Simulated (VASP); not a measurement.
Output of a VASP run:

OSZICAR:
```
       N       E                     dE             d eps       ncg     rms          rms(c)
DAV:   1     0.248758159616E+03    0.24876E+03   -0.17811E+04  1056   0.201E+03
DAV:   2     0.167755891869E+02   -0.23198E+03   -0.22659E+03  1104   0.385E+02
DAV:   3    -0.500716477559E+01   -0.21783E+02   -0.21687E+02  1242   0.120E+02
DAV:   4    -0.550217758418E+01   -0.49501E+00   -0.49443E+00  1254   0.187E+01
DAV:   5    -0.551148964618E+01   -0.93121E-02   -0.93099E-02  1260   0.251E+00    0.111E+01
DAV:   6    -0.467145372091E+01    0.84004E+00   -0.20299E+00  1606   0.442E+01    0.851E+00
DAV:   7    -0.471150711764E+01   -0.40053E-01   -0.21024E+00  1128   0.843E+00    0.351E+00
DAV:   8    -0.468642197646E+01    0.25085E-01   -0.11186E-01  1416   0.418E+00    0.121E+00
DAV:   9    -0.468654233539E+01   -0.12036E-03   -0.26570E-02  1476   0.238E+00    0.311E-01
DAV:  10    -0.468660699809E+01   -0.64663E-04   -0.95470E-04  1224   0.428E-01    0.179E-01
DAV:  11    -0.468673593904E+01   -0.12894E-03   -0.24000E-04  1200   0.132E-01    0.719E-02
DAV:  12    -0.468673054836E+01    0.53907E-05   -0.44332E-05  1624   0.126E-01    0.130E-02
DAV:  13    -0.468673196361E+01   -0.14153E-05   -0.80624E-06  1218   0.202E-02    0.674E-03
DAV:  14    -0.468673229955E+01   -0.33594E-06   -0.48950E-07  1188   0.662E-03    0.804E-04
DAV:  15    -0.468673226371E+01    0.35841E-07   -0.51377E-08   852   0.396E-03
   1 F= -.46867323E+01 E0= -.46867323E+01  d E =-.468673E+01
       N       E                     dE             d eps       ncg     rms          rms(c)
DAV:   1    -0.468727661074E+01   -0.54431E-03   -0.27526E-02  1068   0.121E+00    0.116E-01
DAV:   2    -0.468706451185E+01    0.21210E-03   -0.74726E-04  1452   0.386E-01    0.697E-02
DAV:   3    -0.468695075824E+01    0.11375E-03   -0.15306E-04  1242   0.156E-01    0.170E-02
DAV:   4    -0.468695061534E+01    0.14290E-06   -0.50641E-05  1134   0.609E-02    0.116E-02
DAV:   5    -0.468695072590E+01   -0.11056E-06   -0.28234E-06  1296   0.188E-02    0.894E-03
DAV:   6    -0.468695058596E+01    0.13994E-06   -0.47098E-07  1154   0.120E-02    0.328E-03
DAV:   7    -0.468695059219E+01   -0.62378E-08   -0.22442E-07   820   0.409E-03
   2 F= -.46869506E+01 E0= -.46869506E+01  d E =-.218328E-03
       N       E                     dE             d eps       ncg     rms          rms(c)
DAV:   1    -0.469012845663E+01   -0.31779E-02   -0.24783E-01  1062   0.362E+00    0.348E-01
DAV:   2    -0.468821489255E+01    0.19136E-02   -0.67731E-03  1464   0.116E+00    0.209E-01
DAV:   3    -0.468719915430E+01    0.10157E-02   -0.13733E-03  1206   0.466E-01    0.518E-02
DAV:   4    -0.468719688194E+01    0.22724E-05   -0.45754E-04  1170   0.183E-01    0.349E-02
DAV:   5    -0.468719791773E+01   -0.10358E-05   -0.26359E-05  1230   0.575E-02    0.271E-02
DAV:   6    -0.468719659071E+01    0.13270E-05   -0.47932E-06  1346   0.370E-02    0.947E-03
DAV:   7    -0.468719673856E+01   -0.14785E-06   -0.20740E-06  1332   0.120E-02    0.299E-03
DAV:   8    -0.468719671632E+01    0.22236E-07   -0.14638E-07   576   0.714E-03
   3 F= -.46871967E+01 E0= -.46871967E+01  d E =-.464453E-03
```

OUTCAR:
```
------------------------ aborting loop because EDIFF is reached ----------------------------------------
  FORCE on cell =-STRESS in cart. coord.  units (eV):
  Direction    XX          YY          ZZ          XY          YZ          ZX
  --------------------------------------------------------------------------------------
  Total        2.4191737      2.4191736      2.3695319      0.0000000      0.0000000     -0.0000000
  in kB       52.1159339     52.1159322     51.0465082      0.0000000      0.0000000     -0.0000000
  external PRESSURE =      51.7594581 kB  Pullay stress =       0.0000000 kB
  volume of cell :       74.37
      direct lattice vectors                 reciprocal lattice vectors
     1.867244982 -3.234163129  0.000000000     0.267774183 -0.154599499  0.000000000
     1.867244982  3.234163129  0.000000000     0.267774183  0.154599499  0.000000000
     0.000000000  0.000000000  6.157634277    -0.000000000  0.000000000  0.162400031
  FREE ENERGIE OF THE ION-ELECTRON SYSTEM (eV)
  ---------------------------------------------------
  free  energy   TOTEN  =        -4.6871967163 eV

  energy  without entropy=       -4.6871967163  energy(sigma->0) =       -4.68719672

 reached required accuracy - stopping structural energy minimisation
```
(Selected blocks of OUTCAR.)

POSCAR:
```
ZnS
1
    1.8707484941    -3.2402313983     0.0000000000
    1.8707484941     3.2402313983     0.0000000000
    0.0000000000     0.0000000000     6.1345919929
Zn S
2 2
Direct
  0.6666670000   0.3333330000   0.5002260616
  0.3333330000   0.6666670000   0.0002260616
  0.6666670000   0.3333330000   0.8747739384
  0.3333330000   0.6666670000   0.3747739384
```

Problem. Reconstruct the remaining input files.

Solution. Several could match; the one computed here: the input of the run itself, optB86b-vdW, plane waves, VASP's PBE PAW potentials (set 64).

KPOINTS:
```
kpoints
0
Gamma
 7 7 4
```

### INCAR
```
! general
SYSTEM   = ZnS
PREC     = Accurate
ENCUT    = 520
LREAL    = .FALSE.
LASPH    = .TRUE.   ! aspherical one-centre terms

! electronic loop
EDIFF    = 1E-7   ! SCF stop (eV)
NELM     = 100
ALGO     = Normal
LMAXMIX  = 4   ! l cut-off of mixed one-centre charges

! smearing
ISMEAR   = 0
SIGMA    = 0.05   ! width (eV)

! functional
GGA      = MK
LUSE_VDW = .TRUE.
AGGAC    = 0.0
PARAM1   = 0.1234
PARAM2   = 1.0

! ions
IBRION   = 2
NSW      = 30
ISIF     = 4   ! ions and shape, fixed volume
EDIFFG   = -0.01

! output
LWAVE    = .FALSE.
LCHARG   = .FALSE.
```

POTCAR, in this order: Zn S (PBE.64 set). Program: vasp_std.

The compound is ZnS in the wurtzite structure, the high-temperature form. This cell is one point of a volume scan, at 0.94 of the reference volume. Symmetry was kept, so distortions that lower it aren't found.
